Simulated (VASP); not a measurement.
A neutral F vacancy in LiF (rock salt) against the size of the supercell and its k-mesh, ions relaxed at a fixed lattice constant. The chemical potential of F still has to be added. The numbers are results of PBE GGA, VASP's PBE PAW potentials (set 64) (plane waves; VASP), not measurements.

Cells with an even electron count and no magnetic element ran without spin.

```tsv
perfect cell and k-mesh	host energy (eV/atom)	E(vacancy cell) − E(host cell) (eV)
8 atoms, 1×1×1	-5.0032	8.45
8 atoms, 5×5×5	-4.8249	8.84
16 atoms, 1×1×1	-4.6684	7.46
16 atoms, 4×4×4	-4.8256	8.83
54 atoms, 1×1×1	-4.8131	8.64
54 atoms, 3×3×3	-4.8257	8.82
64 atoms, 1×1×1	-4.8281	8.78
64 atoms, 3×3×3	-4.8245	8.82
128 atoms, 1×1×1	-4.8263	8.80
128 atoms, 2×2×2	-4.8255	8.82
```

The values span 1.38 eV; the largest cell with a k-mesh is the most reliable.

Runs of the series that failed, ran out of time, didn't relax or are held back are left out.
